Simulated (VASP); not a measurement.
Input:

```xyz
5
Lattice="4.1590 0.0000 0.0000 0.0000 4.1590 0.0000 0.0000 0.0000 4.1590" Properties=species:S:1:pos:R:3 pbc="T T T"
Ba     0.0000     0.0000     0.0000
Hf     2.0795     2.0795     2.0795
O      2.0795     0.0000     2.0795
O      0.0000     2.0795     2.0795
O      2.0795     2.0795     0.0000
```

Method: AM05 GGA, VASP's PBE PAW potentials (set 64) (plane waves; VASP 6.6.1). Run with 520 eV cut-off, 6×6×6 Γ-centred mesh, tetrahedra with Blöchl corrections, potentials Ba_sv Hf_pv O.

Unless said otherwise, spin-orbit coupling is left out, though it shifts the bands of the heavy elements here.

**Question.** Estimate the energy per atom (σ→0), band gap (on the k-mesh) with the smallest direct gap where there is one.

**Answer.** 
The band gap (on the k-mesh) is 3.51 eV and the smallest direct gap (on the k-mesh) is 3.71 eV. The energy per atom (σ→0) comes out as -8.869 eV/atom.

The compound is BaHfO3 in the cubic perovskite structure. It was relaxed first.
